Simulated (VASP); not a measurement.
Runs of VASP 6.6.1 on B2Pd3. It takes space group Pm-3m (No. 221, cubic). The conventional cell has a = 4.082 Å, b = 4.082 Å, c = 4.082 Å, α = 90.00°, β = 90.00°, γ = 90.00°. Around B (site symmetry m-3m) lie 12 Pd at 2.89 Å. B (site symmetry m-3m) is surrounded by 6 Pd at 2.04 Å. Pd (site symmetry 4/mmm) is surrounded by 2 B at 2.04 Å. The cell was built by a generator and needn't be a form met in nature.

```csv
task,cell,k mesh,cutoff (eV),mesh quality,gap on the mesh (eV),pressure (GPa),relaxed volume (Å³/atom)
relaxation of cell and atoms,"relaxed from: random cell by space group and Wyckoff sites (Pm-3m, No. 221)",10 × 10 × 10,600,not flagged,none,0.0,13.61
single point,as given,10 × 10 × 10,520,not flagged,none,0.1,-
relaxation of cell and atoms,"relaxed from: random cell by space group and Wyckoff sites (Pm-3m, No. 221)",4 × 4 × 4,600,coarse,none,-0.3,(a)
single point,"random cell by space group and Wyckoff sites (Pm-3m, No. 221)",4 × 4 × 4,520,coarse,none,0.5,-
single point,"random cell by space group and Wyckoff sites (Pm-3m, No. 221)",10 × 10 × 10,520,not flagged,none,0.1,-
```

Alike in all rows: level PBE; potentials or basis VASP PAW PBE potentials, release 64 (B, Pd); no spin polarisation; smearing gaussian 0.1 eV.

Problem. Fill in the values left out.

Solution. (a) 13.67.

Caveats: some runs use coarse meshes.

A k mesh can miss the band edges, and the runs leave out spin-orbit coupling on Pd.

A gap of «none» marks a metal or a gap under the smearing width.
